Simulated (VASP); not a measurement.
Method: PBEsol GGA, VASP's PBE PAW potentials (set 64) (plane waves; VASP).

VASP input:

POSCAR:
```
PbS
1.0
  0.0000000000   2.7473084984   2.7473084984
  2.7473084984   0.0000000000   2.7473084984
  2.7473084984   2.7473084984   0.0000000000
Pb S
1 1
Cartesian
  0.0000000000   0.0000000000   0.0000000000
  2.7473084984   2.7473084984   2.7473084984
```

### INCAR
```
# general
SYSTEM  = PbS
PREC    = Accurate
ENCUT   = 500
LREAL   = .False.
LASPH   = .True.

# electronic loop
EDIFF   = 1E-6
NELM    = 100
ALGO    = Normal
LMAXMIX = 4

# smearing
ISMEAR  = 0
SIGMA   = 0.05

# functional
GGA     = PS

# ions
IBRION  = 2
NSW     = 40
ISIF    = 3
EDIFFG  = -0.02
PSTRESS = 300

# output
LWAVE   = .False.
LCHARG  = .False.
```

### KPOINTS
```
Automatic mesh
0
Gamma
 8 8 8
```

POTCAR, in this order: Pb_d S (PBE.64 set). Program: vasp_std.

Energy and stress use the plane-wave basis of the starting cell.

**Question.** Predict the energy per atom (σ→0), volume per atom.

**Answer.** 
```json
{
  "energy per atom (σ→0)": "-4.270 eV/atom",
  "volume_per_atom": "19.43 Å^3/atom"
}
```

### OSZICAR
```
...
       N       E                     dE             d eps       ncg     rms          rms(c)
DAV:   1    -0.854080851283E+01    0.16532E-01   -0.33323E-02  1040   0.395E+00    0.218E-01
DAV:   2    -0.853988539583E+01    0.92312E-03   -0.19454E-03  1004   0.104E+00    0.691E-02
DAV:   3    -0.853973295052E+01    0.15245E-03   -0.63381E-04  1010   0.551E-01    0.126E-02
DAV:   4    -0.853973612491E+01   -0.31744E-05   -0.17174E-05   812   0.445E-02    0.625E-03
DAV:   5    -0.853973839808E+01   -0.22732E-05   -0.14133E-06   706   0.159E-02    0.125E-03
DAV:   6    -0.853973871586E+01   -0.31777E-06   -0.38924E-07   412   0.774E-03
   4 F= -.12639024E+01 E0= -.12639024E+01  d E =-.860053E-01
```

The structure was generated: PbS was put into the rock salt type (Fm-3m), which need not be its known phase. This run relaxes it under an external pressure of 30 GPa. Symmetry was kept, so distortions that lower it aren't found.
